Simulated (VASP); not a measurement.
Input:

```xyz
2
Lattice="3.9161 0.0000 0.0000 0.0000 3.9161 0.0000 0.0000 0.0000 3.9161" Properties=species:S:1:pos:R:3 pbc="T T T"
Tl     0.0000     0.0000     0.0000
Br     1.9580     1.9580     1.9580
```

The numbers are results of PBEsol GGA, VASP's PBE PAW potentials (set 64) (plane waves; VASP), not measurements. Numerical set-up: 480 eV cut-off, 6×6×6 Γ-centred mesh, Gaussian smearing of 0.050 eV, potentials Tl_d Br.

Unless said otherwise, spin-orbit coupling is left out, though it shifts the bands of the heavy elements here.

Predict the energy per atom (σ→0), band gap (on the k-mesh) with the smallest direct gap where there is one.

The band gap (on the k-mesh) is 1.59 eV, the smallest direct gap (on the k-mesh) comes out as 1.59 eV and the energy per atom (σ→0) comes out as -3.015 eV/atom.

Total energies compare only between runs with the same potentials, cut-off and functional.

The compound is TlBr in the CsCl type structure. It was relaxed first, which changed the volume by -5 %. The start is the result of an earlier pass.
